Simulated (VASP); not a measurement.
Data:

```yaml
crystal:
  lattice:
    - [0.00000, 2.27476, 2.27476]
    - [2.27476, 0.00000, 2.27476]
    - [2.27476, 2.27476, 0.00000]
  atoms:
    - { symbol: Zr, position: [0.00000, 0.00000, 0.00000] }
    - { symbol: N, position: [0.50000, 0.50000, 0.50000] }
```

These are AM05 GGA, VASP's PBE PAW potentials (set 64) (plane waves; VASP) values and carry that method's errors. Settings: 520 eV cut-off, Gaussian smearing of 0.050 eV, potentials Zr_sv N.

Give the energies of bands 6 to 11 at the high-symmetry points, in eV from the Fermi level.

```json
[
 {"band": "6", "Γ": "-2.69", "X": "-4.57", "U": "-5.61", "L": "-7.83", "W": "-5.55"},
 {"band": "7", "Γ": "-2.69", "X": "-3.66", "U": "-4.78", "L": "-5.83", "W": "-4.80"},
 {"band": "8", "Γ": "-2.69", "X": "-3.17", "U": "-4.53", "L": "-5.83", "W": "-4.80"},
 {"band": "9", "Γ": "-0.45", "X": "-3.17", "U": "-0.77", "L": "3.12", "W": "1.02"},
 {"band": "10", "Γ": "-0.45", "X": "3.47", "U": "3.51", "L": "3.20", "W": "1.02"},
 {"band": "11", "Γ": "-0.45", "X": "4.72", "U": "3.80", "L": "3.20", "W": "4.73"}
]
```

It has no gap at this level: it comes out as a metal or semimetal.

The compound is ZrN in the rock salt structure. It was relaxed first. The electron count is odd and the run is not spin-polarised, which forces a metal.
